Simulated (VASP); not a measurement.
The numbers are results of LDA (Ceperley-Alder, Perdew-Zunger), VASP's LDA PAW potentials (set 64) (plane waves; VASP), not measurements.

A VASP calculation is set up with these files.

File POSCAR:
```
MgBr2
3.7614190
  1.0000000000   0.0000000000   0.0000000000
 -0.4999998671   0.8660252952   0.0000000000
  0.0000000000   0.0000000000   1.6596162246
Mg Br
1 2
Cartesian
  0.0000000000   0.0000000000   0.0000000000
 -0.0000004114   0.5773504855   0.3874871961
  0.5000005443   0.2886748097   1.2721290285
```

KPOINTS:
```
Automatic mesh
0
Gamma
10 10 6
0 0 0
```

### INCAR
```
SYSTEM  =  MgBr2
PREC  =  Accurate; ENCUT  =  300; LREAL  =  .False.
LASPH  =  .True.
EDIFF  =  1E-6; NELM  =  100; ALGO  =  Normal
LMAXMIX  =  4
ISMEAR  =  0; SIGMA  =  0.01
ISIF  =  2
LWAVE  =  .False.; LCHARG  =  .False.
```

POTCAR, in this order: Mg Br (LDA.64 set). Program: vasp_std.

What will the output report for the number of irreducible k-points (NKPTS), largest plane-wave count, number of space-group operations, FFT grid (NGX, NGY, NGZ)?

```json
{
  "number of irreducible k-points (NKPTS)": "72",
  "largest_plane_wave_count": "918",
  "number_of_space_group_operations": "12",
  "FFT grid (NGX, NGY, NGZ)": "24 × 24 × 36"
}
```

The structure comes from a computed database's MgBr2 entry (P-3m1); how it stands against other phases isn't given here. The cell was not relaxed at this level.
